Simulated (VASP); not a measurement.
Wanted: the native input for a VASP 6.6.1 run.

```yaml
Task: single point
Functional: PBE
Dispersion: D3(BJ)
Potentials_or_basis: VASP PAW PBE potentials, release 64 (O, H, Li_sv)
Cutoff: 520 eV
k_mesh: 1 × 1 × 1
Occupations: fermi-dirac, width 0.05 eV
Spin: no spin polarisation
Dipole_correction: no
Further_INCAR_settings: LREAL = Auto; ALGO = Normal; EDIFF = 1e-06; NBANDS = 45
```

The structure of LiH13O7 lies in POSCAR:

```
LiH13O7
1.0
    6.6282230000      0.0000000000      0.0000000000
    0.0000000000      6.6282230000      0.0000000000
    0.0000000000      0.0000000000      6.6282230000
O H Li
7 13 1
Direct
    0.1536158334      0.7995204748      0.0898581716
    0.8345072277      0.0824051937      0.4481442462
   -0.0494551858      0.3239329757      0.7739630969
    0.3761189085     -0.0776678757      0.7015756712
    0.8394708506      0.7166928451      0.8241726327
    0.6624550803      0.1463288124      1.0949239336
    0.1779059033      0.6752186823      0.4555067022
    0.1707999263      0.7508045520      0.2305293591
    0.2847369499      0.8485683116      0.0557162908
    0.8664916675      0.2061185932      0.5172577929
    0.8018136988      0.1232607895      0.3094645428
   -0.0702299847      0.4710764861      0.7755019709
    0.0964964516      0.2986622508      0.7780214999
    0.2997183408     -0.1925101192      0.6255522785
    0.4774281131     -0.0057330600      0.6156250325
    0.6951184352      0.7516494240      0.8533810646
    0.9168822473      0.7817630759      0.9379286122
    0.5563331228      0.2054547652      1.0144649629
    0.7612296689      0.1233814855      0.9877609730
    0.1566483204      0.5335366659      0.4804002521
    0.9926189870      0.8417942486      0.5773945747
```

The cell was built by a generator and needn't be a form met in nature.

The input as run:

INCAR

```
PREC     = Accurate       # precision mode
ENCUT    = 520            # plane-wave cutoff, eV
EDIFF    = 1E-6           # SCF threshold, eV
ISMEAR   = -1             # smearing method
SIGMA    = 0.05           # smearing width, eV
LREAL    = Auto         
LASPH    = T              # aspherical terms in the spheres
NELM     = 80             # most SCF steps
ALGO     = Normal         # electronic algorithm
ISIF     = 2              # what is computed and relaxed
LWAVE    = F              # write WAVECAR
LCHARG   = T              # write CHGCAR
GGA      = PE             # functional
IVDW     = 12             # dispersion correction
LELF     = T              # ELF
LVHAR    = T            
NBANDS   = 45             # bands
```

KPOINTS

```
Automatic mesh
0
Gamma
  1 1 1
```

Potentials or basis: VASP PAW PBE potentials, release 64 (O, H, Li_sv).

Launch:

```sh
$ cat potpaw_PBE.64/O/POTCAR potpaw_PBE.64/H/POTCAR potpaw_PBE.64/Li_sv/POTCAR > POTCAR
$ mpirun -np 1 vasp_gam > vasp.out
```

Results of the run:

```json
{"Largest force": "1.651 eV/Å", "Band gap on the k mesh": "3.45 eV, direct", "Dispersion energy per atom": "-0.029 eV"}
```

It took 14 s on 1 thread of AMD EPYC 9R45 96-Core Processor (Zen 5), with other jobs on the host, peak memory 0.28 GiB.
